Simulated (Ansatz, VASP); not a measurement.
# KSrH3 in two plane-wave programs, part 2 of 3

Aim: how closely do two programs agree when they are given the same cell, functional and k mesh? The cell is generated by rule, not measured, and may not be a known phase. The cell is taken from a series of runs on this material, whose earlier steps may have relaxed, scaled, displaced or heated it; both programs get it as it stands.

VASP 6.6.1 and Ansatz 0.2.0.

So far: Set-up; VASP: zone-centre phonons, PBEsol.

**2. VASP: zone-centre phonons, PBEsol (continued)**

Level of this step: PBEsol; plane waves and PAW (K_sv, Sr_sv, H); invented cell (VASP).

OUTCAR, selected parts (step 2):

```text
ion  position               nearest neighbor table
   1  0.250  0.750  0.500-   3 4.04   4 4.04   3 4.04   4 4.04   3 4.04   4 4.04   3 4.04   4 4.04

  LATTYP: Found a body centered tetragonal cell.
 ALAT       =     6.5308790242
 C/A-ratio  =     1.4557366406

 Subroutine GETGRP returns: Found 16 space group operations
 (whereof  8 operations were pure point group operations)

The static configuration has the point symmetry C_4h.
 The point group associated with its full space group is D_4h.

 Found     30 irreducible k-points:

   k-points           NKPTS =     30   k-points in BZ     NKDIM =     30   number of bands    NBANDS=     32

   dimension x,y,z NGX =    48 NGY =   48 NGZ =   48
   dimension x,y,z NGXF=    96 NGYF=   96 NGZF=   96

   ENCUT  =  500.0 eV  36.75 Ry    6.06 a.u.  12.08 12.08 12.08*2*pi/ulx,y,z

   NELECT =      44.0000    total number of electrons

 k-points in reciprocal lattice and weights: Automatic mesh
   0.00000000  0.00000000  0.00000000       0.005
   0.16666667 -0.00000000  0.00000000       0.037
   0.33333333 -0.00000000  0.00000000       0.037
   0.50000000 -0.00000000  0.00000000       0.019
   0.16666667  0.16666667  0.00000000       0.037
   0.33333333  0.16666667  0.00000000       0.074
   0.50000000  0.16666667  0.00000000       0.074
  -0.33333333  0.16666667 -0.00000000       0.074
  -0.16666667  0.16666667  0.00000000       0.019
[...]
-0.33333333 -0.33333333  0.33333333       0.009
   0.50000000  0.50000000  0.50000000       0.005

 average (electrostatic) potential at core
       1 -37.5902       2 -37.5902       3 -40.1011       4 -40.1011       5 -33.7191
       6 -33.7191       7 -33.9259       8 -33.9259       9 -33.7191      10 -33.7191

  Total       -0.0114549     -0.0114549      0.0063115      0.0000000      0.0000000      0.0000000
  in kB       -0.0905176     -0.0905176      0.0498745      0.0000000      0.0000000      0.0000000
  external PRESSURE =      -0.0437202 kB  Pullay stress =       0.0000000 kB

  energy-cutoff  :      500.00
  volume of cell :      202.75
      direct lattice vectors                 reciprocal lattice vectors
    -3.265439512  3.265439512  4.753619945     0.000000000  0.153118745  0.105182999
     3.265439512 -3.265439512  4.753619945     0.153118745  0.000000000  0.105182999
     3.265439512  3.265439512 -4.753619945     0.153118745  0.153118745  0.000000000

[...]
0.000000  3.265440  2.376810     0.000000   -0.000000    0.000000
      0.000000  0.000000  0.000000     0.000000   -0.000000   -0.000000
      0.000000  0.000000  4.753620     0.000000    0.000000   -0.000000
      4.413269  1.147829  0.000000    -0.172878    0.172878   -0.000000
     -1.147829  2.117610  4.753620     0.172878   -0.172878   -0.000000
      0.000000  0.000000  2.376810    -0.000000   -0.000000    0.616809
      0.000000  0.000000  7.130430    -0.000000    0.000000   -0.616809
      2.117610  1.147829  4.753620    -0.172878   -0.172878    0.000000
      1.147829  2.117610  0.000000     0.172878    0.172878    0.000000

   2 f  =   33.800695 THz   212.376029 2PiTHz 1127.469817 cm-1   139.788378 meV
             X         Y         Z           dx          dy          dz
      3.265440  0.000000  2.376810     0.000000    0.000000    0.005210
      0.000000  3.265440  2.376810     0.000000   -0.000000    0.005210
      0.000000  0.000000  0.000000    -0.000000   -0.000000    0.064390
      0.000000  0.000000  4.753620    -0.000000   -0.000000    0.064390
      4.413269  1.147829  0.000000    -0.000000    0.000000    0.033576
     -1.147829  2.117610  4.753620     0.000000   -0.000000    0.033576
      0.000000  0.000000  2.376810     0.000000    0.000000   -0.702547
      0.000000  0.000000  7.130430    -0.000000   -0.000000   -0.702547
      2.117610  1.147829  4.753620    -0.000000   -0.000000    0.033576
      1.147829  2.117610  0.000000     0.000000    0.000000    0.033576

   3 f  =   33.103377 THz   207.994651 2PiTHz 1104.209792 cm-1   136.904504 meV
             X         Y         Z           dx          dy          dz
      3.265440  0.000000  2.376810    -0.000000    0.000000   -0.000000
      0.000000  3.265440  2.376810     0.000000    0.000000   -0.000000
      0.000000  0.000000  0.000000     0.000000    0.000000    0.000000
      0.000000  0.000000  4.753620     0.000000    0.000000   -0.000000
      4.413269  1.147829  0.000000    -0.308404    0.308404   -0.000000
     -1.147829  2.117610  4.753620     0.308404   -0.308404   -0.000000
      0.000000  0.000000  2.376810    -0.000000   -0.000000   -0.345755
      0.000000  0.000000  7.130430     0.000000   -0.000000    0.345755
      2.117610  1.147829  4.753620    -0.308404   -0.308404   -0.000000
      1.147829  2.117610  0.000000     0.308404    0.308404    0.000000

   4 f  =   31.727680 THz   199.350895 2PiTHz 1058.321498 cm-1   131.215083 meV
             X         Y         Z           dx          dy          dz
      3.265440  0.000000  2.376810     0.000000   -0.000000    0.000000
      0.000000  3.265440  2.376810    -0.000000    0.000000   -0.000000
      0.000000  0.000000  0.000000     0.000000    0.000000   -0.000000
      0.000000  0.000000  4.753620     0.000000    0.000000    0.000000
      4.413269  1.147829  0.000000     0.353553   -0.353553   -0.000000
     -1.147829  2.117610  4.753620    -0.353553    0.353553   -0.000000
      0.000000  0.000000  2.376810     0.000000    0.000000   -0.000000
      0.000000  0.000000  7.130430     0.000000    0.000000    0.000000
      2.117610  1.147829  4.753620    -0.353553   -0.353553   -0.000000
      1.147829  2.117610  0.000000     0.353553    0.353553   -0.000000

   5 f  =   30.595651 THz   192.238148 2PiTHz 1020.561079 cm-1   126.533390 meV
             X         Y         Z           dx          dy          dz
      3.265440  0.000000  2.376810     0.004625   -0.003901   -0.000000
      0.000000  3.265440  2.376810     0.004625   -0.003901    0.000000
      0.000000  0.000000  0.000000     0.056175   -0.029111    0.000000
      0.000000  0.000000  4.753620     0.038165   -0.050463   -0.000000
      4.413269  1.147829  0.000000    -0.491327    0.497249    0.000000
     -1.147829  2.117610  4.753620    -0.491327    0.497249   -0.000000
      0.000000  0.000000  2.376810     0.028059   -0.023667    0.000000
      0.000000  0.000000  7.130430     0.028059   -0.023667   -0.000000
      2.117610  1.147829  4.753620    -0.007097   -0.076841    0.000000
      1.147829  2.117610  0.000000    -0.007097   -0.076841   -0.000000

   6 f  =   30.595651 THz   192.238148 2PiTHz 1020.561079 cm-1   126.533390 meV
             X         Y         Z           dx          dy          dz
      3.265440  0.000000  2.376810     0.003901    0.004625   -0.000000
      0.000000  3.265440  2.376810     0.003901    0.004625   -0.000000
      0.000000  0.000000  0.000000     0.029111    0.056175    0.000000
      0.000000  0.000000  4.753620     0.050463    0.038165    0.000000
      4.413269  1.147829  0.000000     0.076841   -0.007097   -0.000000
     -1.147829  2.117610  4.753620     0.076841   -0.007097   -0.000000
      0.000000  0.000000  2.376810     0.023667    0.028059    0.000000
      0.000000  0.000000  7.130430     0.023667    0.028059   -0.000000
      2.117610  1.147829  4.753620    -0.497249   -0.491327    0.000000
      1.147829  2.117610  0.000000    -0.497249   -0.491327    0.000000

   7 f  =   20.601031 THz   129.440094 2PiTHz  687.176417 cm-1    85.198979 meV
             X         Y         Z           dx          dy          dz
      3.265440  0.000000  2.376810    -0.000000    0.000000    0.028487
      0.000000  3.265440  2.376810     0.000000    0.000000   -0.028487
      0.000000  0.000000  0.000000    -0.000000   -0.000000    0.000000
      0.000000  0.000000  4.753620    -0.000000    0.000000    0.000000
      4.413269  1.147829  0.000000    -0.353266   -0.353266    0.000000
     -1.147829  2.117610  4.753620     0.353266    0.353266   -0.000000
      0.000000  0.000000  2.376810    -0.000000    0.000000   -0.000000
      0.000000  0.000000  7.130430     0.000000   -0.000000    0.000000
      2.117610  1.147829  4.753620    -0.353266    0.353266   -0.000000
      1.147829  2.117610  0.000000     0.353266   -0.353266   -0.000000

   8 f  =   16.840673 THz   105.813068 2PiTHz  561.744379 cm-1    69.647395 meV
             X         Y         Z           dx          dy          dz
      3.265440  0.000000  2.376810     0.048913    0.043568    0.000000
      0.000000  3.265440  2.376810    -0.048913   -0.043568    0.000000
      0.000000  0.000000  0.000000    -0.000000   -0.000000   -0.000000
      0.000000  0.000000  4.753620     0.000000   -0.000000    0.000000
      4.413269  1.147829  0.000000    -0.000000   -0.000000   -0.530499
     -1.147829  2.117610  4.753620     0.000000    0.000000    0.530499
      0.000000  0.000000  2.376810     0.344905   -0.307214   -0.000000
      0.000000  0.000000  7.130430    -0.344905    0.307214    0.000000
      2.117610  1.147829  4.753620    -0.000000    0.000000   -0.030662
      1.147829  2.117610  0.000000    -0.000000    0.000000    0.030662

   9 f  =   16.840673 THz   105.813068 2PiTHz  561.744379 cm-1    69.647395 meV
             X         Y         Z           dx          dy          dz
      3.265440  0.000000  2.376810     0.043568   -0.048913   -0.000000
      0.000000  3.265440  2.376810    -0.043568    0.048913   -0.000000
      0.000000  0.000000  0.000000     0.000000    0.000000    0.000000
      0.000000  0.000000  4.753620    -0.000000    0.000000    0.000000
      4.413269  1.147829  0.000000     0.000000    0.000000    0.030662
     -1.147829  2.117610  4.753620    -0.000000   -0.000000   -0.030662
      0.000000  0.000000  2.376810     0.307214    0.344905   -0.000000
      0.000000  0.000000  7.130430    -0.307214   -0.344905   -0.000000
      2.117610  1.147829  4.753620     0.000000    0.000000   -0.530499
      1.147829  2.117610  0.000000    -0.000000   -0.000000    0.530499
    [... 271 further lines ...]
      2.117610  1.147829  4.753620     0.000000    0.000000    0.014650
      1.147829  2.117610  0.000000    -0.000000    0.000000   -0.014650

 MACROSCOPIC STATIC DIELECTRIC TENSOR IONIC CONTRIBUTION
 ------------------------------------------------------
           6.232710    -0.000000     0.000000
          -0.000000     6.232710     0.000000
           0.000000     0.000000     9.728171
 ------------------------------------------------------

 ELASTIC MODULI CONTR FROM IONIC RELAXATION (kBar)
 Direction    XX          YY          ZZ          XY          YZ          ZX
 --------------------------------------------------------------------------------
 XX         -86.7101     13.6749      8.3044      0.0000      0.0000     -0.0000
 YY          13.6749    -86.7101      8.3044     -0.0000      0.0000      0.0000
 ZZ           8.3044      8.3044     -1.8885      0.0000     -0.0000     -0.0000
 XY           0.0000     -0.0000      0.0000    -52.9801      0.0000      0.0000
 YZ           0.0000      0.0000     -0.0000      0.0000     -6.3487      0.0000
 ZX          -0.0000      0.0000     -0.0000      0.0000      0.0000     -6.4142
 --------------------------------------------------------------------------------

 PIEZOELECTRIC TENSOR IONIC CONTR  for field in x, y, z        (C/m^2)
          XX          YY          ZZ          XY          YZ          ZX
  --------------------------------------------------------------------------------
  x    -0.00000    -0.00000     0.00000     0.00000     0.00000    -0.00000
  y     0.00000     0.00000    -0.00000    -0.00000     0.00000     0.00000
  z     0.00000    -0.00000    -0.00000     0.00000    -0.00000     0.00000
```

With imaginary modes the cell is no minimum, so the ionic parts of its dielectric, piezoelectric and elastic tensors have no meaning.

(Part 2 of 3 ends here.)

[Lines on the potential files, build, host, timing and source positions are cut from VASP's logs without a mark.]

[Logs are printed without paths, hosts, clocks, repeated set-up lines and the standing remarks that a program may print on its own settings, such as how far it seeks lower states.]

[Hosts, paths, dates, database ids (printed as entryN), source tags and the programs' standing remarks are cut or masked in the printed files.]
